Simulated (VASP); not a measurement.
Consider the following.

```xyz
1
Lattice="2.4351 -1.7287 0.0000 2.4351 1.7287 0.0000 1.2078 0.0000 2.7311" Properties=species:S:1:pos:R:3 pbc="T T T"
Hg     0.0000     0.0000     0.0000
```

The numbers are results of PBE GGA, VASP's PBE PAW potentials (set 64) (plane waves; VASP), not measurements. Settings: 480 eV cut-off, 9×9×9 Γ-centred mesh, Gaussian smearing of 0.050 eV, potentials Hg.

Energy and stress use the plane-wave basis of the starting cell.

### Question
The ions, cell shape and volume are relaxed. What does this cell relax into?

### Answer

```xyz
1
Lattice="2.6411 -1.8599 0.0096 2.6411 1.8599 0.0096 1.3208 0.0000 2.9479" Properties=species:S:1:pos:R:3 pbc="T T T"
Hg     0.0000     0.0000     0.0000
```
Space group R-3m (166), at a tolerance of 0.03 Å.

### Question
How do energy and volume change from the first to the last step?

### Answer
The energy (σ→0) changes by -87.7 meV/atom and the volume by +25.8 %, in 8 ionic steps.

```tsv
step	E(σ→0) (eV)	max force (eV/Å)	pressure (GPa)	volume (Å³)
1	-0.0711	0.000	6.93	22.99
2	-0.1457	0.000	1.45	26.46
3	-0.1550	0.000	0.92	27.60
4	-0.1568	0.000	-0.54	29.97
5	-0.1588	0.000	-0.05	29.02
6	-0.1588	0.000	0.03	28.89
7	-0.1588	0.000	0.03	28.89
8	-0.1588	0.000	0.04	28.91
```

The compound is Hg in the a10 structure. This run relaxes it. Symmetry was kept, so distortions that lower it aren't found.
